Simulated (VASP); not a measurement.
Data:

```
CELL_PARAMETERS angstrom
      0.00000     2.72365     2.72365
      2.72365     0.00000     2.72365
      2.72365     2.72365     0.00000
ATOMIC_POSITIONS crystal
  Zn 0.00000 0.00000 0.00000
  S  0.25000 0.25000 0.25000
```

These are PBE GGA, VASP's PBE PAW potentials (set 64) (plane waves; VASP) values and carry that method's errors. Numerical set-up: 520 eV cut-off, Gaussian smearing of 0.050 eV, potentials Zn S.

### Question
Predict the band gap (along the path) with the smallest direct gap where there is one.

### Answer

```
Item                                    Value
------------------------------------  -------
band gap (along the path)             2.01 eV
smallest direct gap (along the path)  2.01 eV
```

Total energies compare only between runs with the same potentials, cut-off and functional.

The compound is ZnS in the zinc blende structure. It was relaxed first.
